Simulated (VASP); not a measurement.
```
Cs2O
1.0
    2.05983     1.18924     6.74324
   -2.05983     1.18924     6.74324
    0.00000    -2.37849     6.74324
Cs O
2 1
Direct
  0.25850   0.25850   0.25850
  0.74150   0.74150   0.74150
  0.00000   0.00000   0.00000
```

All values below come from PBEsol GGA, VASP's PBE PAW potentials (set 64) (plane waves; VASP). Settings: 520 eV cut-off, 7×7×7 Γ-centred mesh, tetrahedra with Blöchl corrections, potentials Cs_sv O.

Task: Estimate the energy per atom (σ→0).

Result: 
| Property | Value |
|---|---|
| energy per atom (σ→0) | -330.2 kJ/mol of atoms |

Total energies compare only between runs with the same potentials, cut-off and functional.

The structure comes from a computed database's Cs2O entry (R-3m); how it stands against other phases isn't given here. It was relaxed first.
